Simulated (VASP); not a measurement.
An input for Quantum ESPRESSO's pw.x (written as the equivalent of a VASP run, and not itself run):

```
&CONTROL
  calculation = 'vc-relax'
  pseudo_dir = './pseudo'
  outdir = './out'
  tprnfor = .true.
  tstress = .true.
  nstep = 40
  forc_conv_thr = 0.00078
/
&SYSTEM
  ibrav = 0
  nat = 3
  ntyp = 2
  ecutwfc = 84
  occupations = 'smearing'
  smearing = 'methfessel-paxton'
  degauss = 0.00735
  input_dft = 'pbesol'
/
&ELECTRONS
  conv_thr = 7.3e-08
  electron_maxstep = 100
/
&IONS
/
&CELL
  press = 100
/
ATOMIC_SPECIES
  Te 127.600 Te.upf
  Pt 195.084 Pt.upf
CELL_PARAMETERS angstrom
     1.9992977   -3.4628847    0.0000000
     1.9992977    3.4628847    0.0000000
     0.0000000    0.0000000    4.9478321
ATOMIC_POSITIONS crystal
  Te   0.3333330  0.6666670  0.2703036
  Te   0.6666670  0.3333330  0.7296964
  Pt   0.0000000  0.0000000  0.0000000
K_POINTS automatic
  9 9 6 0 0 0
```

**Question.** Write the VASP files for the same calculation (PBEsol).

**Answer.** This is not unique; one that fits is 
POSCAR:
```
PtTe2
1
    1.9992976738    -3.4628846524     0.0000000000
    1.9992976738     3.4628846524     0.0000000000
    0.0000000000     0.0000000000     4.9478321113
Te Pt
2 1
Direct
  0.3333330000   0.6666670000   0.2703036007
  0.6666670000   0.3333330000   0.7296963993
  0.0000000000   0.0000000000   0.0000000000
```

INCAR:
```
SYSTEM = PtTe2
PREC = Accurate; ENCUT = 500; LREAL = .FALSE.
LASPH = .TRUE.
EDIFF = 1E-6; NELM = 100; ALGO = Normal
LMAXMIX = 6
ISMEAR = 1; SIGMA = 0.1
GGA = PS
IBRION = 2; NSW = 40; ISIF = 3
EDIFFG = -0.02; PSTRESS = 100
LWAVE = .FALSE.; LCHARG = .FALSE.
```

File KPOINTS:
```
kpoints
0
gamma
 9 9 6
0 0 0
```

POTCAR, in this order: Te Pt (PBE.64 set). Program: vasp_std.

What does not carry over: the potentials are each code's own (VASP's PAW set, PseudoDojo norm-conserving files in pw.x), so ENCUT and ecutwfc are chosen apart and not converted; conv_thr bounds pw.x's estimated SCF error, while EDIFF bounds the energy change between steps; forc_conv_thr acts on force components and is met together with etot_conv_thr.

The compound is PtTe2 in the 1T layered structure. This run relaxes it under an external pressure of 10 GPa. Symmetry was kept, so distortions that lower it aren't found.
